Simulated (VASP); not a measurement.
All values below come from LDA (Ceperley-Alder, Perdew-Zunger), VASP's LDA PAW potentials (set 64) (plane waves; VASP 6.6.1).

The input files of a VASP run:

### INCAR
```
SYSTEM = Se
PREC = Accurate
ENCUT = 520
EDIFF = 1E-7
NELM = 100
ALGO = Normal
LREAL = .FALSE.
LASPH = .TRUE.
ISMEAR = -5
LMAXMIX = 4
LWAVE = .FALSE.
LCHARG = .TRUE.
LORBIT = 11
NEDOS = 601
ISIF = 2
```

**KPOINTS**
```
Automatic
0
Gamma
  9 9 6
0 0 0
```

### POSCAR
```
Se
3.9528470
  0.4999999856  -0.8660253762   0.0000000000
  0.4999999856   0.8660253762   0.0000000000
  0.0000000000   0.0000000000   1.2952890653
Se
3
Direct
  0.0000000000   0.2556381205   0.6666670000
  0.7443618795   0.7443618795   1.0000000000
  0.2556381205   0.0000000000   0.3333330000
```

POTCAR, in this order: Se (LDA.64 set). Program: vasp_std.

Output of the run:

File OSZICAR:
```
       N       E                     dE             d eps       ncg     rms          rms(c)
DAV:   1     0.824769665306E+02    0.82477E+02   -0.75250E+03  1612   0.117E+03
DAV:   2    -0.693731458587E+01   -0.89414E+02   -0.86207E+02  2168   0.180E+02
DAV:   3    -0.125119902063E+02   -0.55747E+01   -0.55357E+01  1912   0.515E+01
DAV:   4    -0.125640264469E+02   -0.52036E-01   -0.51994E-01  1837   0.574E+00
DAV:   5    -0.125644371316E+02   -0.41068E-03   -0.41065E-03  1937   0.496E-01    0.761E+00
DAV:   6    -0.125015492247E+02    0.62888E-01   -0.32910E-02  1717   0.129E+00    0.465E+00
DAV:   7    -0.124784523231E+02    0.23097E-01   -0.62185E-02  1742   0.171E+00    0.187E-01
DAV:   8    -0.124775476764E+02    0.90465E-03   -0.90539E-03  1627   0.681E-01    0.113E-01
DAV:   9    -0.124775775129E+02   -0.29836E-04   -0.26197E-04  1932   0.128E-01    0.294E-02
DAV:  10    -0.124775678127E+02    0.97002E-05   -0.34732E-05  1907   0.439E-02    0.703E-03
DAV:  11    -0.124775682128E+02   -0.40009E-06   -0.73486E-06  1827   0.173E-02    0.387E-03
DAV:  12    -0.124775678188E+02    0.39395E-06   -0.89473E-07  1697   0.666E-03    0.128E-03
DAV:  13    -0.124775677046E+02    0.11418E-06   -0.17679E-07   896   0.277E-03    0.358E-04
DAV:  14    -0.124775676368E+02    0.67826E-07   -0.57261E-08   866   0.172E-03
   1 F= -.12477568E+02 E0= -.12477568E+02  d E =0.000000E+00
```

### OUTCAR
```
------------------------ aborting loop because EDIFF is reached ----------------------------------------
  FORCE on cell =-STRESS in cart. coord.  units (eV):
  Direction    XX          YY          ZZ          XY          YZ          ZX
  --------------------------------------------------------------------------------------
  Total       -0.0198726     -0.0198726      0.0209437      0.0000000     -0.0000000      0.0000000
  in kB       -0.4595558     -0.4595557      0.4843256      0.0000000     -0.0000000      0.0000000
  external PRESSURE =      -0.1449286 kB  Pullay stress =       0.0000000 kB
  volume of cell :       69.28
      direct lattice vectors                 reciprocal lattice vectors
     1.976423443 -3.423265810  0.000000000     0.252982225 -0.146059356  0.000000000
     1.976423443  3.423265810  0.000000000     0.252982225  0.146059356  0.000000000
     0.000000000  0.000000000  5.120079496     0.000000000  0.000000000  0.195309468
 POSITION                                       TOTAL-FORCE (eV/Angst)
 -----------------------------------------------------------------------------------
      0.50525      0.87512      3.41339         0.003703      0.006414     -0.000000
      2.94235      0.00000      0.00000        -0.007406      0.000000      0.000000
      0.50525     -0.87512      1.70669         0.003703     -0.006414      0.000000
 -----------------------------------------------------------------------------------
    total drift:                               -0.000235     -0.000444      0.000012
  FREE ENERGIE OF THE ION-ELECTRON SYSTEM (eV)
  ---------------------------------------------------
  free  energy   TOTEN  =       -12.4775676368 eV

  energy  without entropy=      -12.4775676368  energy(sigma->0) =      -12.47756764

 total charge

# of ion       s       p       d       tot
------------------------------------------
    1        1.531   2.139   0.059   3.729
    2        1.531   2.139   0.059   3.729
    3        1.531   2.139   0.059   3.729
--------------------------------------------------
tot          4.592   6.417   0.178  11.188
```
(Selected blocks of OUTCAR.)

The compound is Se in the trig structure. It was relaxed first, which changed the volume by -15 %.
